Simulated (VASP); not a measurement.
**Hf2Pd2Se2Br2O3: band structure with revPBE**

The system is Hf2Pd2Se2Br2O3.

```
Hf Pd Se Br O
1.0
     5.78455    0.00741   -0.00324
    -0.52722    5.90302    0.04565
    -1.49130   -0.92338    6.71467
Hf Pd Se Br O
2 2 2 2 3
Direct
  0.74663 0.39557 0.35200
  0.28668 0.45423 0.59146
  0.90739 0.13528 0.84897
  0.25400 0.90278 0.35865
  0.63169 0.40205 0.93827
  0.62576 0.77897 0.53009
  0.85513 0.99524 0.15438
  0.22227 0.81575 0.85870
  0.96144 0.29056 0.58906
  0.43483 0.24777 0.41142
  0.07419 0.58179 0.36702
```

The cell was built by a generator and needn't be a form met in nature.

| Property | Result |
| --- | --- |
| Program | VASP 6.6.1 |
| Task | band structure |
| Functional | revPBE |
| Potentials or basis | VASP PAW PBE potentials, release 64 (Hf_pv, Pd, Se, Br, O) |
| Cutoff | 520 eV |
| k mesh | 5 × 5 × 4 |
| Occupations | fermi-dirac, width 0.05 eV |
| Spin | no spin polarisation |
| Further INCAR settings | ALGO = Normal; EDIFF = 1e-07; NBANDS = 53 |

```
Band gap on the k mesh  : 0.21 eV, indirect (least direct gap 0.43 eV)
Band gap along the path : 0.21 eV, indirect (least direct gap 0.30 eV)
```

Levels at the corners of the path, in eV from the valence-band top:
| point | band 39 | band 40 | band 41 | band 42 | band 43 | band 44 | band 45 | band 46 |
| --- | --- | --- | --- | --- | --- | --- | --- | --- |
| X | -0.99 | -0.86 | -0.48 | 0.00 | 0.85 | 1.23 | 2.71 | 2.93 |
| Γ | -0.77 | -0.66 | -0.28 | -0.15 | 0.47 | 0.58 | 2.72 | 3.22 |
| Γ | -0.77 | -0.66 | -0.28 | -0.15 | 0.47 | 0.58 | 2.72 | 3.22 |
| Y | -0.95 | -0.74 | -0.36 | -0.24 | 0.76 | 1.26 | 2.62 | 3.14 |
| L | -0.98 | -0.71 | -0.48 | -0.10 | 0.21 | 0.95 | 2.55 | 2.75 |
| Γ | -0.77 | -0.66 | -0.28 | -0.15 | 0.47 | 0.58 | 2.72 | 3.22 |
| Γ | -0.77 | -0.66 | -0.28 | -0.15 | 0.47 | 0.58 | 2.72 | 3.22 |
| Z | -0.89 | -0.50 | -0.28 | -0.17 | 0.91 | 1.11 | 2.42 | 2.92 |
| N | -0.88 | -0.59 | -0.38 | -0.21 | 0.55 | 0.84 | 2.59 | 2.96 |
| Γ | -0.77 | -0.66 | -0.28 | -0.15 | 0.47 | 0.58 | 2.72 | 3.22 |
| Γ | -0.77 | -0.66 | -0.28 | -0.15 | 0.47 | 0.58 | 2.72 | 3.22 |
| M | -0.86 | -0.46 | -0.43 | -0.19 | 0.23 | 0.89 | 2.86 | 2.98 |
| R | -0.88 | -0.52 | -0.36 | -0.15 | 0.70 | 1.24 | 2.55 | 2.85 |
| Γ | -0.77 | -0.66 | -0.28 | -0.15 | 0.47 | 0.58 | 2.72 | 3.22 |

It took 14 min on 4 MPI ranks on Intel(R) Xeon(R) Platinum 8375C CPU @ 2.90GHz (Ice Lake), on a shared host, peak memory 1.5 GiB a rank.

Caveat: the log is that of the step along the path at fixed density, whose energy, stress, charges and moments have no meaning; spin-orbit coupling is left out, which moves the levels of the heavy elements.
